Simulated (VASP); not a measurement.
Computed with PBE GGA, VASP's PBE PAW potentials (set 64) (plane waves; VASP 6.6.1).

VASP ran on this input.

### KPOINTS
```
kpoints
0
G
  8 8 8
0 0 0
```

### POSCAR
```
CaF2
1
    0.0000000000     2.7584002356     2.7584002356
    2.7584002356     0.0000000000     2.7584002356
    2.7584002356     2.7584002356    -0.0000000000
Ca F
1 2
Direct
  0.0000000000   0.0000000000   1.0000000000
  0.2500000000   0.2500000000   0.2500000000
  0.7500000000   0.7500000000   0.7500000000
```

**INCAR**
```
SYSTEM = CaF2
PREC = Accurate
ENCUT = 600
EDIFF = 1E-7
NELM = 100
ALGO = Normal
LREAL = .FALSE.
LASPH = .TRUE.
ISMEAR = 0
SIGMA = 0.05
GGA = PE
LWAVE = .FALSE.
LCHARG = .FALSE.
ISIF = 3
IBRION = 2
NSW = 40
EDIFFG = -0.01
PSTRESS = 20
```

POTCAR, in this order: Ca_sv F (PBE.64 set). Program: vasp_std.

Energy and stress use the plane-wave basis of the starting cell.

### Question
Predict the energy per atom (σ→0), volume per atom, band gap (on the k-mesh).

### Answer

| Property | Result |
|---|---|
| energy per atom (σ→0) | -5.779 eV/atom |
| band gap (on the k-mesh) | 7.26 eV |
| volume per atom | 13.62 Å³/atom |

File OSZICAR:
```
...
DAV:   4    -0.173379572416E+02    0.20805E-02   -0.19012E-02  1480   0.112E+00    0.126E-01
DAV:   5    -0.173380117625E+02   -0.54521E-04   -0.30810E-04  1056   0.185E-01    0.113E-01
DAV:   6    -0.173384002140E+02   -0.38845E-03   -0.55157E-04  1560   0.189E-01    0.237E-02
DAV:   7    -0.173384006127E+02   -0.39872E-06   -0.25972E-05  1176   0.633E-02    0.578E-03
DAV:   8    -0.173384049665E+02   -0.43538E-05   -0.37890E-06  1336   0.210E-02    0.145E-03
DAV:   9    -0.173384051167E+02   -0.15020E-06   -0.15330E-07   800   0.364E-03    0.733E-04
DAV:  10    -0.173384050703E+02    0.46416E-07   -0.12780E-08   480   0.133E-03
   2 F= -.16828521E+02 E0= -.16828521E+02  d E =-.748115E-02
```

The compound is CaF2 in the fluorite structure. This run relaxes it under an external pressure of 2 GPa. Symmetry was kept, so distortions that lower it aren't found.
